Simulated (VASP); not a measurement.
Calculation: RPBE GGA, VASP's PBE PAW potentials (set 64) (plane waves; VASP 6.6.1).

The input files of a VASP run:

**POSCAR**
```
Mo
1
   -1.5898054058     1.5898054058     1.5898054058
    1.5898054058    -1.5898054058     1.5898054058
    1.5898054058     1.5898054058    -1.5898054058
Mo
1
Direct
  0.0000000000   0.0000000000   0.0000000000
```

**INCAR**
```
SYSTEM=Mo
PREC=Accurate; ENCUT=520; LREAL=F
LASPH=T
EDIFF=1E-7; NELM=100; ALGO=Normal
LMAXMIX=4
ISMEAR=-5
GGA=RP
ISIF=2
LWAVE=F; LCHARG=T; LORBIT=11
NEDOS=601
```

### KPOINTS
```
Automatic mesh
0
Gamma
18 18 18
0 0 0
```

POTCAR, in this order: Mo_sv (PBE.64 set). Program: vasp_std.

The run wrote:

### OSZICAR
```
       N       E                     dE             d eps       ncg     rms          rms(c)
DAV:   1     0.938092886114E+02    0.93809E+02   -0.83363E+03  4293   0.131E+03
DAV:   2    -0.962712841209E+01   -0.10344E+03   -0.10055E+03  4677   0.344E+02
DAV:   3    -0.109956453113E+02   -0.13685E+01   -0.13603E+01  4949   0.399E+01
DAV:   4    -0.109993367353E+02   -0.36914E-02   -0.36916E-02  4692   0.243E+00
DAV:   5    -0.109993569241E+02   -0.20189E-04   -0.20191E-04  5008   0.176E-01    0.133E+01
DAV:   6    -0.104346546726E+02    0.56470E+00   -0.10474E+00  4623   0.124E+01    0.350E+00
DAV:   7    -0.103627676153E+02    0.71887E-01   -0.21506E-01  5012   0.529E+00    0.100E+00
DAV:   8    -0.103605132977E+02    0.22543E-02   -0.44732E-03  4473   0.983E-01    0.185E-01
DAV:   9    -0.103606686245E+02   -0.15533E-03   -0.17130E-04  5028   0.186E-01    0.712E-02
DAV:  10    -0.103606769442E+02   -0.83197E-05   -0.18652E-05  4557   0.579E-02    0.867E-03
DAV:  11    -0.103606793739E+02   -0.24297E-05   -0.36708E-07  5168   0.630E-03    0.155E-03
DAV:  12    -0.103606785233E+02    0.85058E-06   -0.14333E-08  2553   0.159E-03    0.115E-04
DAV:  13    -0.103606785783E+02   -0.54996E-07   -0.54283E-10  2388   0.337E-04
   1 F= -.10360679E+02 E0= -.10360679E+02  d E =0.000000E+00
```

### OUTCAR
```
------------------------ aborting loop because EDIFF is reached ----------------------------------------
  FORCE on cell =-STRESS in cart. coord.  units (eV):
  Direction    XX          YY          ZZ          XY          YZ          ZX
  --------------------------------------------------------------------------------------
  Total       -0.0383780     -0.0383780     -0.0383780     -0.0000000     -0.0000000      0.0000000
  in kB       -3.8256097     -3.8256097     -3.8256097     -0.0000000     -0.0000000      0.0000000
  external PRESSURE =      -3.8256097 kB  Pullay stress =       0.0000000 kB
  volume of cell :       16.07
      direct lattice vectors                 reciprocal lattice vectors
    -1.589805406  1.589805406  1.589805406     0.000000000  0.314503900  0.314503900
     1.589805406 -1.589805406  1.589805406     0.314503900  0.000000000  0.314503900
     1.589805406  1.589805406 -1.589805406     0.314503900  0.314503900  0.000000000
 POSITION                                       TOTAL-FORCE (eV/Angst)
 -----------------------------------------------------------------------------------
      0.00000      0.00000      0.00000        -0.000000      0.000000     -0.000000
 -----------------------------------------------------------------------------------
    total drift:                                0.000000      0.000000      0.000000
  FREE ENERGIE OF THE ION-ELECTRON SYSTEM (eV)
  ---------------------------------------------------
  free  energy   TOTEN  =       -10.3606785783 eV

  energy  without entropy=      -10.3606785783  energy(sigma->0) =      -10.36067858

 total charge

# of ion       s       p       d       tot
------------------------------------------
    1        2.371   6.199   3.860  12.430
```
(Selected blocks of OUTCAR.)

For a metal the tetrahedron method with Blöchl corrections gives inexact stress and forces.

The compound is Mo in the bcc structure. It was relaxed first.
